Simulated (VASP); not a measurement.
Mg:

```xyz
2
Lattice="3.2093 0.0000 0.0000 -1.6046 2.7793 0.0000 0.0000 0.0000 5.2103" Properties=species:S:1:pos:R:3 pbc="T T T"
Mg    0.0000    1.8529    1.3026
Mg    1.6047    0.9264    3.9077
```

```yaml
Program: VASP 6.6.1
Task: relaxation of cell and atoms
Functional: r2SCAN
Potentials_or_basis: VASP PAW PBE potentials, release 64 (Mg)
Cutoff: 600 eV
k_mesh: 15 × 15 × 8
Occupations: gaussian, width 0.1 eV
Spin: no spin polarisation
```

At the start: pressure -1.4 GPa; volume 23.24 Å³/atom.

Question: Where does the relaxation end?

Answer: Over 7 steps the energy falls by 4.4 meV/atom and the volume is 22.39 Å³/atom (-3.6 %); space group P6_3/mmc (No. 194, to 0.05 Å).

The path:
```tsv
step	energy change (eV)	largest force (eV/Å)	pressure (GPa)	volume (Å³)
1	0.0000	0.0000	-1.38	46.47
2	-0.0079	0.0000	-0.31	45.14
3	-0.0084	0.0000	0.04	44.76
4	-0.0084	0.0000	0.07	44.72
5	-0.0087	0.0000	0.04	44.75
6	-0.0088	0.0000	0.01	44.79
7	-0.0088	0.0000	0.01	44.78
```

Final structure:
```
CELL_PARAMETERS angstrom
3.18636 0.00000 0.00000
-1.59318 2.75947 0.00000
0.00000 0.00000 5.09296
ATOMIC_POSITIONS crystal
Mg 0.33333 0.66667 0.25000
Mg 0.66667 0.33333 0.75000
```

Caveat: the PAW data sets were made with another functional, which shifts forces and pressure a little.
